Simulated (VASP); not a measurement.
All values below come from r2SCAN meta-GGA, VASP's PBE PAW potentials (set 64) (plane waves; VASP 6.6.1).

The input files of a VASP run:

### POSCAR
```
KBr
1
    0.0000000000     3.3023282291     3.3023282291
    3.3023282291     0.0000000000     3.3023282291
    3.3023282291     3.3023282291     0.0000000000
K Br
1 1
Direct
  0.0000000000   0.0000000000   0.0000000000
  0.5000000000   0.5000000000   0.5000000000
```

KPOINTS:
```
Automatic mesh
0
Gamma
8 8 8
0 0 0
```

### INCAR
```
SYSTEM = KBr
PREC = Normal
ENCUT = 400
EDIFF = 1E-5
NELM = 100
ALGO = Normal
LREAL = .FALSE.
LASPH = .TRUE.
ISMEAR = 0
SIGMA = 0.05
METAGGA = R2SCAN
LMIXTAU = .TRUE.
LMAXMIX = 4
LWAVE = .FALSE.
LCHARG = .FALSE.
NELMIN = 4
IBRION = 2
ISIF = 2
NSW = 20
EDIFFG = -0.03
```

POTCAR, in this order: K_sv Br (PBE.64 set). Program: vasp_std.

The run wrote:

OUTCAR:
```
 ion  position               nearest neighbor table
   1  0.000  0.000  0.000-   2 3.30   2 3.30   2 3.30   2 3.30   2 3.30   2 3.30
   2  0.500  0.500  0.500-   1 3.30   1 3.30   1 3.30   1 3.30   1 3.30   1 3.30
  LATTYP: Found a face centered cubic cell.
 ALAT       =     6.6046564582
 Subroutine PRICEL returns:
 Original cell was already a primitive cell.
 Subroutine GETGRP returns: Found 48 space group operations
The static configuration has the point symmetry O_h .
The dynamic configuration has the point symmetry O_h .
 Subroutine INISYM returns: Found 48 space group operations
 Subroutine IBZKPT returns following result:
 Found     29 irreducible k-points:

 Following reciprocal coordinates:
            Coordinates               Weight
  0.000000  0.000000  0.000000      1.000000
  0.125000  0.000000  0.000000      8.000000
  0.250000  0.000000  0.000000      8.000000
  0.375000  0.000000  0.000000      8.000000
  0.500000  0.000000  0.000000      4.000000
  0.125000  0.125000  0.000000      6.000000
  0.250000  0.125000  0.000000     24.000000
  0.375000  0.125000  0.000000     24.000000
  0.500000  0.125000  0.000000     24.000000
 -0.375000  0.125000  0.000000     24.000000
 -0.250000  0.125000  0.000000     24.000000
 -0.125000  0.125000  0.000000     12.000000
  0.250000  0.250000  0.000000      6.000000
  0.375000  0.250000  0.000000     24.000000
  0.500000  0.250000  0.000000     24.000000
 -0.375000  0.250000  0.000000     24.000000
 -0.250000  0.250000  0.000000     12.000000
  0.375000  0.375000  0.000000      6.000000
  0.500000  0.375000  0.000000     24.000000
 -0.375000  0.375000  0.000000     12.000000
  0.500000  0.500000  0.000000      3.000000
  0.375000  0.250000  0.125000     24.000000
  0.500000  0.250000  0.125000     48.000000
 -0.375000  0.250000  0.125000     24.000000
...
```

### OSZICAR
```
       N       E                     dE             d eps       ncg     rms          rms(c)
DAV:   1     0.708290193755E+02    0.70829E+02   -0.61534E+03   696   0.966E+02
DAV:   2    -0.213018995376E+02   -0.92131E+02   -0.86092E+02   912   0.247E+02
DAV:   3    -0.268282436677E+02   -0.55263E+01   -0.55003E+01   924   0.558E+01
DAV:   4    -0.270131463074E+02   -0.18490E+00   -0.18467E+00  1148   0.943E+00
DAV:   5    -0.270146255016E+02   -0.14792E-02   -0.14791E-02   908   0.946E-01    0.292E+00
DAV:   6    -0.236495394404E+02    0.33651E+01   -0.14071E+00  1120   0.120E+01    0.200E+00
DAV:   7    -0.230566532865E+02    0.59289E+00   -0.36072E-01  1296   0.604E+00    0.604E-01
DAV:   8    -0.237797564698E+02   -0.72310E+00   -0.34946E-01   776   0.525E+00    0.579E-01
DAV:   9    -0.231975371248E+02    0.58222E+00   -0.17773E-01   728   0.430E+00    0.385E-01
DAV:  10    -0.232338375886E+02   -0.36300E-01   -0.31245E-02   776   0.219E+00    0.192E-01
DAV:  11    -0.232384293925E+02   -0.45918E-02   -0.24402E-02   712   0.166E+00    0.957E-02
DAV:  12    -0.232456645232E+02   -0.72351E-02   -0.51572E-03   736   0.801E-01    0.842E-02
DAV:  13    -0.232468310057E+02   -0.11665E-02   -0.72037E-04   872   0.352E-01    0.219E-02
DAV:  14    -0.232467465968E+02    0.84409E-04   -0.36260E-05   848   0.742E-02    0.149E-02
DAV:  15    -0.232467459271E+02    0.66975E-06   -0.12189E-06   620   0.107E-02
   1 F= -.23246746E+02 E0= -.23246746E+02  d E =-.232467E+02
```

File OUTCAR:
```
------------------------ aborting loop because EDIFF is reached ----------------------------------------
  FORCE on cell =-STRESS in cart. coord.  units (eV):
  Direction    XX          YY          ZZ          XY          YZ          ZX
  --------------------------------------------------------------------------------------
  Total        0.0195464      0.0195464      0.0195464     -0.0000000      0.0000000     -0.0000000
  in kB        0.4347961      0.4347961      0.4347961     -0.0000000      0.0000000     -0.0000000
  external PRESSURE =       0.4347961 kB  Pullay stress =       0.0000000 kB
  volume of cell :       72.03
      direct lattice vectors                 reciprocal lattice vectors
     0.000000000  3.302328229  3.302328229    -0.151408329  0.151408329  0.151408329
     3.302328229  0.000000000  3.302328229     0.151408329 -0.151408329  0.151408329
     3.302328229  3.302328229  0.000000000     0.151408329  0.151408329 -0.151408329
  FREE ENERGIE OF THE ION-ELECTRON SYSTEM (eV)
  ---------------------------------------------------
  free  energy   TOTEN  =       -23.2467459271 eV

  energy  without entropy=      -23.2467459271  energy(sigma->0) =      -23.24674593

 reached required accuracy - stopping structural energy minimisation
```
(Selected blocks of OUTCAR.)

**OUTCAR**
```
 val. band max:       -2.1574363251   @ k =   0.0000   0.0000   0.0000

 cond. band min:       2.9149041751   @ k =   0.0000   0.0000   0.0000


 Fermi energy:        -1.9202771640

 k-point     1 :       0.0000    0.0000    0.0000
  band No.  band energies     occupation
      1     -31.0468      2.00000
      2     -14.8841      2.00000
      3     -13.7516      2.00000
      4     -13.7516      2.00000
      5     -13.7516      2.00000
      6      -2.1575      2.00000
      7      -2.1575      2.00000
      8      -2.1574      2.00000
      9       2.9149      0.00000
     10       6.0768      0.00000
     11       6.0768      0.00000
     12       6.0768      0.00000

 k-point     2 :       0.1250    0.0000    0.0000
  band No.  band energies     occupation
      1     -31.0460      2.00000
      2     -14.9127      2.00000
      3     -13.7523      2.00000
      4     -13.7523      2.00000
      5     -13.7117      2.00000
      6      -2.3713      2.00000
      7      -2.2084      2.00000
      8      -2.2083      2.00000
      9       3.3023      0.00000
     10       5.9465      0.00000
     11       6.2700      0.00000
     12       6.2700      0.00000

 k-point     3 :       0.2500    0.0000    0.0000
  band No.  band energies     occupation
      1     -31.0441      2.00000
      2     -14.9753      2.00000
      3     -13.7540      2.00000
      4     -13.7540      2.00000
      5     -13.6217      2.00000
      6      -2.8111      2.00000
      7      -2.3267      2.00000
      8      -2.3267      2.00000
      9       4.1519      0.00000
     10       5.9066      0.00000
     11       6.8113      0.00000
     12       6.8113      0.00000

 k-point     4 :       0.3750    0.0000    0.0000
  band No.  band energies     occupation
      1     -31.0422      2.00000
      2     -15.0308      2.00000
      3     -13.7557      2.00000
      4     -13.7556      2.00000
      5     -13.5383      2.00000
      6      -3.1806      2.00000
...
```

The compound is KBr in the rock salt structure. It was relaxed first.
